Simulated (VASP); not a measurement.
An input for Ansatz (written as the equivalent of a VASP run, and not itself run):

Ansatz 0.2 input:
```yaml
crystal:
  lattice:
    - [0.0000000, 2.7265492, 2.7265492]
    - [2.7265492, 0.0000000, 2.7265492]
    - [2.7265492, 2.7265492, 0.0000000]
  atoms:
    - { symbol: Cd, position: [0.0000000, 0.0000000, 0.0000000] }
    - { symbol: F, position: [0.2500000, 0.2500000, 0.2500000] }
    - { symbol: F, position: [0.7500000, 0.7500000, 0.7500000] }
kpoints:
  mp_grid: { grid: [6, 6, 6] }
hamiltonian:
  xc: pbe
  dispersion: d3bj
  pseudopotentials: { kind: paw }
scf:
  occupations: { method: gaussian, width: 0.05 }
  max_iter: 100
relax:
  max_steps: 60
  f_tol: 0.02
  cell: {}
output: { forces: true, stress: true, eigenvalues: true }
```

Problem. Translate this input to VASP (INCAR, KPOINTS, POSCAR, choice of POTCAR).

Solution. Several could match; the one computed here: 
POSCAR:
```
CdF2
1
    0.0000000000     2.7265492348     2.7265492348
    2.7265492348    -0.0000000000     2.7265492348
    2.7265492348     2.7265492348    -0.0000000000
Cd F
1 2
Direct
  0.0000000000   0.0000000000   0.0000000000
  0.2500000000   0.2500000000   0.2500000000
  0.7500000000   0.7500000000   0.7500000000
```

### INCAR
```
# general
SYSTEM   =  CdF2
PREC     =  Accurate
ENCUT    =  520
LREAL    =  F
LASPH    =  T

# electronic loop
EDIFF    =  1E-6
NELM     =  100
ALGO     =  Normal
LMAXMIX  =  4

# smearing
ISMEAR   =  0
SIGMA    =  0.05

# functional
GGA      =  PE
IVDW     =  12

# ions
IBRION   =  2
NSW      =  60
ISIF     =  3
EDIFFG   =  -0.02

# output
LWAVE    =  F
LCHARG   =  F
```

### KPOINTS
```
Automatic mesh
0
Gamma
6 6 6
0 0 0
```

POTCAR, in this order: Cd F (PBE.64 set). Program: vasp_std.

The two are equivalent in intent, not identical: each code has its own PAW files, so the cut-off isn't converted (ENCUT is set for VASP's; basis.ecutwfc is left out, and Ansatz then takes the one that its files recommend); Ansatz stops its SCF on the density residual and VASP on the energy change (EDIFF).

The compound is CdF2 in the fluorite structure. It was relaxed first. The start is the result of an earlier pass.
